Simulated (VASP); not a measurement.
Given:

```xyz
3
Lattice="3.1820 0.0000 0.0000 -1.5910 2.7557 0.0000 0.0000 0.0000 17.0503" Properties=species:S:1:pos:R:3 pbc="T T T"
Mo     3.1820     0.0000     0.0000
S      0.0000     1.8371     1.5525
S      0.0000     1.8371    15.4978
```

Level of theory: r2SCAN meta-GGA, VASP's PBE PAW potentials (set 64) (plane waves; VASP). Settings: 400 eV cut-off, 9×9×2 Γ-centred mesh, tetrahedra with Blöchl corrections, potentials Mo_sv S.

The cell holds a wide vacuum, so values per volume refer to the whole cell.

**Question.** Give the energies of bands 7 to 16 at the high-symmetry points, in eV from the valence-band maximum.

**Answer.** 
```json
[
 {"band": "7", "Γ": "-5.93", "M": "-6.07", "K": "-5.71", "A": "-5.93", "L": "-6.07", "H": "-5.71"},
 {"band": "8", "Γ": "-2.86", "M": "-5.03", "K": "-4.85", "A": "-2.86", "L": "-5.03", "H": "-4.85"},
 {"band": "9", "Γ": "-2.86", "M": "-4.32", "K": "-4.28", "A": "-2.86", "L": "-4.32", "H": "-4.28"},
 {"band": "10", "Γ": "-1.91", "M": "-3.43", "K": "-3.80", "A": "-1.91", "L": "-3.43", "H": "-3.80"},
 {"band": "11", "Γ": "-1.70", "M": "-2.04", "K": "-3.05", "A": "-1.70", "L": "-2.04", "H": "-3.05"},
 {"band": "12", "Γ": "-1.70", "M": "-1.16", "K": "-2.34", "A": "-1.70", "L": "-1.16", "H": "-2.34"},
 {"band": "13", "Γ": "0.00", "M": "-0.70", "K": "-0.08", "A": "0.00", "L": "-0.70", "H": "-0.08"},
 {"band": "14", "Γ": "2.90", "M": "2.33", "K": "1.70", "A": "2.90", "L": "2.33", "H": "1.70"},
 {"band": "15", "Γ": "2.90", "M": "2.87", "K": "3.27", "A": "2.90", "L": "2.87", "H": "3.27"},
 {"band": "16", "Γ": "3.15", "M": "4.17", "K": "3.73", "A": "3.15", "L": "4.17", "H": "3.73"}
]
```

The gap is indirect, 1.70 eV, from the valence maximum at Γ to the conduction minimum at K.

The cell is a sheet with vacuum, built from a database entry that may be metastable or hypothetical.
